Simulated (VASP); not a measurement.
These are LDA (Ceperley-Alder, Perdew-Zunger), VASP's LDA PAW potentials (set 64) (plane waves; VASP) values and carry that method's errors.

VASP input:

### POSCAR
```
BaTiO3
3.9964150
  0.9858603790   0.0000000000   0.0000000000
  0.0000000000   0.9858603790   0.0000000000
  0.0000000000   0.0000000000   0.9999999329
Ba Ti O
1 1 3
direct
  0.5000000000   0.5000000000   0.5796492425
  0.0000000000   0.0000000000   0.0926476559
  1.0000000000   0.5000000000   0.0650708885
  0.5000000000   0.0000000000   0.0650708885
  0.0000000000   0.0000000000   0.5575513246
```

INCAR:
```
! general
SYSTEM =BaTiO3
PREC   =Accurate
ENCUT  =520
LREAL  =.FALSE.
LASPH  =.TRUE.

! electronic loop
EDIFF  =1E-7
NELM   =100
ALGO   =Normal
LMAXMIX=4

! smearing
ISMEAR =-5

! ions
ISIF   =2

! output
LWAVE  =.FALSE.
LCHARG =.TRUE.
LORBIT =11
NEDOS  =601

! other
LEFG   =.TRUE.
```

**KPOINTS**
```
Automatic mesh
0
Gamma
6 6 6
0 0 0
```

POTCAR, in this order: Ba_sv Ti_sv O (LDA.64 set). Program: vasp_std.

Output of the run:

**OUTCAR**
```
 ion  position               nearest neighbor table
   1  0.500  0.500  0.580-   3 2.76   4 2.76   4 2.76   3 2.76   5 2.79   5 2.79   5 2.79   5 2.79
                             3 2.85   4 2.85   3 2.85   4 2.85   2 3.40   2 3.40   2 3.40   2 3.40
   2  0.000  0.000  0.093-   5 1.86   4 1.97   3 1.97   3 1.97   4 1.97   5 2.14   1 3.40   1 3.40
                             1 3.40   1 3.40   1 3.46   1 3.46   1 3.46   1 3.46
   3  0.000  0.500  0.065-   2 1.97   2 1.97   1 2.76   1 2.76   1 2.85   1 2.85
   4  0.500  0.000  0.065-   2 1.97   2 1.97   1 2.76   1 2.76   1 2.85   1 2.85
   5  0.000  0.000  0.558-   2 1.86   2 2.14   1 2.79   1 2.79   1 2.79   1 2.79
  LATTYP: Found a simple tetragonal cell.
 ALAT       =     3.9399072067
 C/A-ratio  =     1.0143423493
 Subroutine PRICEL returns:
 Original cell was already a primitive cell.
 Subroutine GETGRP returns: Found  8 space group operations
The static configuration has the point symmetry C_4v.
The dynamic configuration has the point symmetry C_4v.
 Subroutine INISYM returns: Found  8 space group operations
 Subroutine IBZKPT returns following result:
 Found     40 irreducible k-points:

 Following reciprocal coordinates:
            Coordinates               Weight
  0.000000  0.000000  0.000000      1.000000
  0.166667  0.000000  0.000000      4.000000
  0.333333  0.000000  0.000000      4.000000
  0.500000  0.000000  0.000000      2.000000
  0.166667  0.166667  0.000000      4.000000
  0.333333  0.166667  0.000000      8.000000
  0.500000  0.166667  0.000000      4.000000
  0.333333  0.333333  0.000000      4.000000
  0.500000  0.333333  0.000000      4.000000
  0.500000  0.500000  0.000000      1.000000
  0.000000  0.000000  0.166667      2.000000
  0.166667  0.000000  0.166667      8.000000
  0.333333  0.000000  0.166667      8.000000
  0.500000  0.000000  0.166667      4.000000
  0.166667  0.166667  0.166667      8.000000
  0.333333  0.166667  0.166667     16.000000
  0.500000  0.166667  0.166667      8.000000
  0.333333  0.333333  0.166667      8.000000
  0.500000  0.333333  0.166667      8.000000
  0.500000  0.500000  0.166667      2.000000
  0.000000  0.000000  0.333333      2.000000
  0.166667  0.000000  0.333333      8.000000
  0.333333  0.000000  0.333333      8.000000
  0.500000  0.000000  0.333333      4.000000
  0.166667  0.166667  0.333333      8.000000
  0.333333  0.166667  0.333333     16.000000
  0.500000  0.166667  0.333333      8.000000
  0.333333  0.333333  0.333333      8.000000
  0.500000  0.333333  0.333333      8.000000
  0.500000  0.500000  0.333333      2.000000
  0.000000  0.000000  0.500000      1.000000
  0.166667  0.000000  0.500000      4.000000
  0.333333  0.000000  0.500000      4.000000
  0.500000  0.000000  0.500000      2.000000
  0.166667  0.166667  0.500000      4.000000
  0.333333  0.166667  0.500000      8.000000
  0.500000  0.166667  0.500000      4.000000
  0.333333  0.333333  0.500000      4.000000
  0.500000  0.333333  0.500000      4.000000
  0.500000  0.500000  0.500000      1.000000
   k-points           NKPTS =     40   k-points in BZ     NKDIM =     40   number of bands    NBANDS=     24
   number of dos      NEDOS =    601   number of ions     NIONS =      5
   total plane-waves  NPLWV =  27000
   dimension x,y,z NGX =    30 NGY =   30 NGZ =   30
   dimension x,y,z NGXF=    60 NGYF=   60 NGZF=   60
   ions per type =               1   1   3
   PREC   = accura    normal or accurate (medium, high low for compatibility)
   ISTART =      0    job   : 0-new  1-cont  2-samecut
   ICHARG =      2    charge: 1-file 2-atom 10-const
   ISPIN  =      1    spin polarized calculation?
   LNONCOLLINEAR =      F non collinear calculations
   LSORBIT =      F    spin-orbit coupling
   INIWAV =      1    electr: 0-lowe 1-rand  2-diag
...
```

**OSZICAR**
```
       N       E                     dE             d eps       ncg     rms          rms(c)
DAV:   1     0.445743213551E+03    0.44574E+03   -0.20198E+04  1920   0.177E+03
DAV:   2    -0.103774381041E+02   -0.45612E+03   -0.44922E+03  2448   0.485E+02
DAV:   3    -0.531782244200E+02   -0.42801E+02   -0.42750E+02  2824   0.145E+02
DAV:   4    -0.545633447603E+02   -0.13851E+01   -0.13844E+01  2736   0.246E+01
DAV:   5    -0.545896083224E+02   -0.26264E-01   -0.26262E-01  2704   0.296E+00    0.242E+01
DAV:   6    -0.444314371655E+02    0.10158E+02   -0.71917E+01  2928   0.790E+01    0.105E+01
DAV:   7    -0.443442080662E+02    0.87229E-01   -0.11547E+01  2432   0.257E+01    0.695E+00
DAV:   8    -0.441696475824E+02    0.17456E+00   -0.12815E+00  2544   0.113E+01    0.240E+00
DAV:   9    -0.441740055964E+02   -0.43580E-02   -0.19292E-01  2328   0.320E+00    0.101E+00
DAV:  10    -0.441650188132E+02    0.89868E-02   -0.87034E-02  2648   0.278E+00    0.445E-01
DAV:  11    -0.441631523036E+02    0.18665E-02   -0.16833E-02  2792   0.933E-01    0.112E-01
DAV:  12    -0.441629652508E+02    0.18705E-03   -0.12004E-03  2392   0.338E-01    0.350E-02
DAV:  13    -0.441629589049E+02    0.63459E-05   -0.46618E-04  2656   0.212E-01    0.413E-02
DAV:  14    -0.441629357730E+02    0.23132E-04   -0.10722E-04  2536   0.772E-02    0.934E-03
DAV:  15    -0.441629352637E+02    0.50933E-06   -0.10460E-05  2776   0.233E-02    0.275E-03
DAV:  16    -0.441629355006E+02   -0.23688E-06   -0.26027E-06  2512   0.144E-02    0.467E-03
DAV:  17    -0.441629351945E+02    0.30604E-06   -0.13527E-06  2408   0.806E-03    0.704E-04
DAV:  18    -0.441629351988E+02   -0.42378E-08   -0.54521E-08  1064   0.181E-03
   1 F= -.44162935E+02 E0= -.44162935E+02  d E =0.000000E+00
```

File OUTCAR:
```
------------------------ aborting loop because EDIFF is reached ----------------------------------------
  FORCE on cell =-STRESS in cart. coord.  units (eV):
  Direction    XX          YY          ZZ          XY          YZ          ZX
  --------------------------------------------------------------------------------------
  Total        0.0893749      0.0893749      0.0579162      0.0000000      0.0000000      0.0000000
  in kB        2.3082550      2.3082550      1.4957821      0.0000000      0.0000000      0.0000000
  external PRESSURE =       2.0374307 kB  Pullay stress =       0.0000000 kB
  volume of cell :       62.04
      direct lattice vectors                 reciprocal lattice vectors
     3.939907207  0.000000000  0.000000000     0.253813084  0.000000000  0.000000000
     0.000000000  3.939907207  0.000000000     0.000000000  0.253813084  0.000000000
     0.000000000  0.000000000  3.996414732     0.000000000  0.000000000  0.250224280
 POSITION                                       TOTAL-FORCE (eV/Angst)
 -----------------------------------------------------------------------------------
      1.96995      1.96995      2.31652        -0.000000      0.000000     -0.014486
      0.00000      0.00000      0.37026        -0.000000      0.000000     -0.012291
      0.00000      1.96995      0.26005         0.000000     -0.000000      0.011737
      1.96995      0.00000      0.26005        -0.000000      0.000000      0.011737
      0.00000      0.00000      2.22821         0.000000     -0.000000      0.003302
 -----------------------------------------------------------------------------------
    total drift:                               -0.000000      0.000000     -0.000499
  FREE ENERGIE OF THE ION-ELECTRON SYSTEM (eV)
  ---------------------------------------------------
  free  energy   TOTEN  =       -44.1629351988 eV

  energy  without entropy=      -44.1629351988  energy(sigma->0) =      -44.16293520

 total charge

# of ion       s       p       d       tot
------------------------------------------
    1        2.008   5.642   0.363   8.013
    2        2.228   6.302   1.796  10.326
    3        1.553   3.464   0.000   5.017
    4        1.553   3.464   0.000   5.017
    5        1.556   3.461   0.000   5.017
--------------------------------------------------
tot          8.899  22.333   2.159  33.391

 Electric field gradients after diagonalization (V/A^2)
 (convention: |V_zz| > |V_xx| > |V_yy|)
----------------------------------------------------------------------
 ion       V_xx      V_yy      V_zz     asymmetry (V_yy - V_xx)/ V_zz
----------------------------------------------------------------------
   1       1.666     1.666    -3.331       0.000
   2      -3.767    -3.767     7.535       0.000
   3     -10.548    -8.477    19.025       0.109
   4     -10.548    -8.477    19.025       0.109
   5      -6.704    -6.704    13.408       0.000
```
(Selected blocks of OUTCAR.)

The structure comes from a computed database's BaTiO3 entry (P4mm); how it stands against other phases isn't given here. It was relaxed first, which changed the volume by -5 %.
